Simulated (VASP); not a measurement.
Calculation: vdW-DF-cx, VASP's PBE PAW potentials (set 64) (plane waves; VASP).

The input files of a VASP run:

### INCAR
```
LUSE_VDW = .True.
LREAL = .False.   ! projection in real space or not
PREC = Accurate
ISIF = 2
EDIFF = 1E-7
ENCUT = 520
NELM = 100   ! most electronic steps
LASPH = .True.   ! aspherical one-centre terms
SYSTEM = ZnSe
AGGAC = 0.0
ISMEAR = 0   ! Gaussian
ALGO = Normal   ! blocked Davidson
LCHARG = .False.
SIGMA = 0.05
GGA = CX
LMAXMIX = 4   ! l cut-off of mixed one-centre charges
LWAVE = .False.
```

KPOINTS:
```
Automatic mesh
0
Gamma
  8 8 8
0 0 0
```

**POSCAR**
```
ZnSe
1
    0.0000000000     2.8317006481     2.8317006481
    2.8317006481     0.0000000000     2.8317006481
    2.8317006481     2.8317006481     0.0000000000
Zn Se
1 1
Direct
  0.0000000000   0.0000000000   0.0000000000
  0.2500000000   0.2500000000   0.2500000000
```

POTCAR, in this order: Zn Se (PBE.64 set). Program: vasp_std.

The resulting files:

OSZICAR:
```
       N       E                     dE             d eps       ncg     rms          rms(c)
DAV:   1     0.943124075227E+02    0.94312E+02   -0.91004E+03   754   0.157E+03
DAV:   2     0.437679094459E+01   -0.89936E+02   -0.86175E+02   814   0.282E+02
DAV:   3    -0.170745253487E+01   -0.60842E+01   -0.60524E+01   939   0.716E+01
DAV:   4    -0.177119143451E+01   -0.63739E-01   -0.63723E-01   824   0.793E+00
DAV:   5    -0.177153933168E+01   -0.34790E-03   -0.34789E-03   904   0.557E-01    0.486E+00
DAV:   6    -0.150997782132E+01    0.26156E+00   -0.71814E-01  1063   0.299E+01    0.369E+00
DAV:   7    -0.149548761214E+01    0.14490E-01   -0.18206E-01   809   0.442E+00    0.156E+00
DAV:   8    -0.149524544264E+01    0.24217E-03   -0.38625E-03   972   0.674E-01    0.449E-01
DAV:   9    -0.149537683043E+01   -0.13139E-03   -0.97880E-04   814   0.315E-01    0.685E-02
DAV:  10    -0.149545092818E+01   -0.74098E-04   -0.14316E-04   866   0.121E-01    0.184E-02
DAV:  11    -0.149545652908E+01   -0.56009E-05   -0.26261E-05   890   0.633E-02    0.442E-03
DAV:  12    -0.149545751396E+01   -0.98487E-06   -0.44160E-06   824   0.163E-02    0.334E-03
DAV:  13    -0.149545762034E+01   -0.10638E-06   -0.55810E-07   814   0.678E-03    0.742E-04
DAV:  14    -0.149545766053E+01   -0.40189E-07   -0.41674E-08   617   0.328E-03
   1 F= -.14954577E+01 E0= -.14954577E+01  d E =-.733322E-12
```

File OUTCAR:
```
------------------------ aborting loop because EDIFF is reached ----------------------------------------
  FORCE on cell =-STRESS in cart. coord.  units (eV):
  Direction    XX          YY          ZZ          XY          YZ          ZX
  --------------------------------------------------------------------------------------
  Total        0.0221519      0.0221519      0.0221519     -0.0000000     -0.0000000     -0.0000000
  in kB        0.7815371      0.7815371      0.7815371     -0.0000000     -0.0000000     -0.0000000
  external PRESSURE =       0.7815371 kB  Pullay stress =       0.0000000 kB
  volume of cell :       45.41
      direct lattice vectors                 reciprocal lattice vectors
     0.000000000  2.831700648  2.831700648    -0.176572337  0.176572337  0.176572337
     2.831700648  0.000000000  2.831700648     0.176572337 -0.176572337  0.176572337
     2.831700648  2.831700648  0.000000000     0.176572337  0.176572337 -0.176572337
  FREE ENERGIE OF THE ION-ELECTRON SYSTEM (eV)
  ---------------------------------------------------
  free  energy   TOTEN  =        -1.4954576605 eV

  energy  without entropy=       -1.4954576605  energy(sigma->0) =       -1.49545766
```
(Selected blocks of OUTCAR.)

The compound is ZnSe in the zinc blende structure. It was relaxed first.
